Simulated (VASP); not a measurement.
Computed with PBEsol GGA, VASP's PBE PAW potentials (set 64) (plane waves; VASP).

The input files of a VASP run:

### POSCAR
```
Sc
1
   -1.8427690000     1.8427690000     1.8427690000
    1.8427690000    -1.8427690000     1.8427690000
    1.8427690000     1.8427690000    -1.8427690000
Sc
1
Direct
  0.0000000000   0.0000000000   0.0000000000
```

KPOINTS:
```
Automatic mesh
0
Gamma
13 13 13
0 0 0
```

**INCAR**
```
SYSTEM = Sc
PREC = Accurate
ENCUT = 400
EDIFF = 1E-6
NELM = 100
ALGO = Normal
LREAL = .FALSE.
LASPH = .TRUE.
ISMEAR = 1
SIGMA = 0.1
GGA = PS
LMAXMIX = 4
LWAVE = .FALSE.
LCHARG = .FALSE.
IBRION = 2
ISIF = 3
NSW = 60
EDIFFG = -0.01
```

POTCAR, in this order: Sc_sv (PBE.64 set). Program: vasp_std.

Output of the run:

File OUTCAR:
```
 ion  position               nearest neighbor table
   1  0.000  0.000  0.000-
  LATTYP: Found a body centered cubic cell.
 ALAT       =     3.6855380000
 Subroutine PRICEL returns:
 Original cell was already a primitive cell.
 Subroutine GETGRP returns: Found 48 space group operations
The static configuration has the point symmetry O_h .
The dynamic configuration has the point symmetry O_h .
 Subroutine INISYM returns: Found 48 space group operations
 Subroutine IBZKPT returns following result:
 Found     84 irreducible k-points:

 Following reciprocal coordinates:
            Coordinates               Weight
  0.000000  0.000000  0.000000      1.000000
  0.076923  0.000000  0.000000     12.000000
  0.153846  0.000000  0.000000     12.000000
  0.230769  0.000000  0.000000     12.000000
  0.307692  0.000000  0.000000     12.000000
  0.384615  0.000000  0.000000     12.000000
  0.461538  0.000000  0.000000     12.000000
  0.076923  0.076923  0.000000     24.000000
  0.153846  0.076923 -0.000000     48.000000
  0.230769  0.076923  0.000000     48.000000
  0.307692  0.076923 -0.000000     48.000000
  0.384615  0.076923  0.000000     48.000000
  0.461538  0.076923  0.000000     24.000000
  0.153846  0.153846  0.000000     24.000000
  0.230769  0.153846  0.000000     48.000000
  0.307692  0.153846  0.000000     48.000000
  0.384615  0.153846  0.000000     48.000000
  0.230769  0.230769  0.000000     24.000000
  0.307692  0.230769  0.000000     48.000000
  0.384615  0.230769  0.000000     24.000000
  0.307692  0.307692  0.000000     24.000000
  0.076923  0.076923  0.076923      8.000000
  0.153846  0.076923  0.076923     24.000000
  0.230769  0.076923  0.076923     24.000000
  0.307692  0.076923  0.076923     24.000000
...
```

**OSZICAR**
```
       N       E                     dE             d eps       ncg     rms          rms(c)
DAV:   1     0.620290916994E+02    0.62029E+02   -0.46745E+03  1528   0.977E+02
DAV:   2    -0.595843807040E+01   -0.67988E+02   -0.67518E+02  1524   0.317E+02
DAV:   3    -0.733310119695E+01   -0.13747E+01   -0.13435E+01  2333   0.537E+01
DAV:   4    -0.735769718013E+01   -0.24596E-01   -0.23995E-01  2257   0.518E+00
DAV:   5    -0.735781589826E+01   -0.11872E-03   -0.11865E-03  2377   0.324E-01    0.554E+00
DAV:   6    -0.658209062667E+01    0.77573E+00   -0.17182E+00  2281   0.200E+01    0.161E+00
DAV:   7    -0.649118892526E+01    0.90902E-01   -0.38673E-01  2343   0.811E+00    0.641E-01
DAV:   8    -0.648573228153E+01    0.54566E-02   -0.29292E-02  2197   0.298E+00    0.230E-01
DAV:   9    -0.648442996876E+01    0.13023E-02   -0.73270E-03  2347   0.117E+00    0.230E-02
DAV:  10    -0.648443730163E+01   -0.73329E-05   -0.67955E-05  2346   0.106E-01    0.743E-03
DAV:  11    -0.648443600194E+01    0.12997E-05   -0.64730E-06  2355   0.377E-02    0.661E-04
DAV:  12    -0.648443604833E+01   -0.46389E-07   -0.13524E-08   942   0.138E-03
   1 F= -.64844360E+01 E0= -.64847933E+01  d E =-.648444E+01
       N       E                     dE             d eps       ncg     rms          rms(c)
DAV:   1    -0.687951649920E+01   -0.39508E+00   -0.11061E+01  1760   0.575E+01    0.422E+00
DAV:   2    -0.652130202602E+01    0.35821E+00   -0.99760E-01  2212   0.159E+01    0.122E+00
DAV:   3    -0.649478180462E+01    0.26520E-01   -0.12232E-01  2258   0.536E+00    0.517E-01
DAV:   4    -0.649390382243E+01    0.87798E-03   -0.49110E-03  1901   0.935E-01    0.795E-02
DAV:   5    -0.649380016581E+01    0.10366E-03   -0.74891E-04  2279   0.438E-01    0.124E-02
DAV:   6    -0.649379640332E+01    0.37625E-05   -0.12653E-05  2343   0.568E-02    0.143E-03
DAV:   7    -0.649379639646E+01    0.68626E-08   -0.60795E-08   876   0.374E-03
   2 F= -.64937964E+01 E0= -.64940666E+01  d E =-.936035E-02
       N       E                     dE             d eps       ncg     rms          rms(c)
DAV:   1    -0.650692940127E+01   -0.13133E-01   -0.36528E-01  1873   0.105E+01    0.766E-01
DAV:   2    -0.649495022036E+01    0.11979E-01   -0.40332E-02  2196   0.303E+00    0.199E-01
DAV:   3    -0.649431699596E+01    0.63322E-03   -0.26837E-03  2258   0.787E-01    0.858E-02
DAV:   4    -0.649428078759E+01    0.36208E-04   -0.10183E-04  1627   0.119E-01    0.308E-03
DAV:   5    -0.649428111503E+01   -0.32744E-06   -0.10294E-06  1299   0.178E-02
   3 F= -.64942811E+01 E0= -.64946066E+01  d E =-.984507E-02
```

OUTCAR:
```
------------------------ aborting loop because EDIFF is reached ----------------------------------------
  FORCE on cell =-STRESS in cart. coord.  units (eV):
  Direction    XX          YY          ZZ          XY          YZ          ZX
  --------------------------------------------------------------------------------------
  Total        0.0035140      0.0035140      0.0035140     -0.0000000      0.0000000      0.0000000
  in kB        0.2360667      0.2360667      0.2360667     -0.0000000      0.0000000      0.0000000
  external PRESSURE =       0.2360667 kB  Pullay stress =       0.0000000 kB
  volume of cell :       23.85
      direct lattice vectors                 reciprocal lattice vectors
    -1.813305013  1.813305013  1.813305013     0.000000000  0.275739601  0.275739601
     1.813305013 -1.813305013  1.813305013     0.275739601  0.000000000  0.275739601
     1.813305013  1.813305013 -1.813305013     0.275739601  0.275739601  0.000000000
 POSITION                                       TOTAL-FORCE (eV/Angst)
 -----------------------------------------------------------------------------------
      0.00000     -0.00000      0.00000         0.000000      0.000000     -0.000000
 -----------------------------------------------------------------------------------
    total drift:                                0.000000      0.000000     -0.000000
  FREE ENERGIE OF THE ION-ELECTRON SYSTEM (eV)
  ---------------------------------------------------
  free  energy   TOTEN  =        -6.4942811150 eV

  energy  without entropy=       -6.4952574946  energy(sigma->0) =       -6.49460657

 reached required accuracy - stopping structural energy minimisation
```
(Selected blocks of OUTCAR.)

File CONTCAR:
```
Sc
   1.00000000000000
    -1.8133050130968726    1.8133050130968726    1.8133050130968726
     1.8133050130968726   -1.8133050130968726    1.8133050130968726
     1.8133050130968726    1.8133050130968726   -1.8133050130968726
  Sc
     1
Direct
     0.0000000000000000    0.0000000000000000    0.0000000000000000
```

Energy and stress use the plane-wave basis of the starting cell.

The structure was generated: Sc was put into the bcc type (Im-3m), which need not be its known phase. This run relaxes it. Symmetry was kept, so distortions that lower it aren't found.
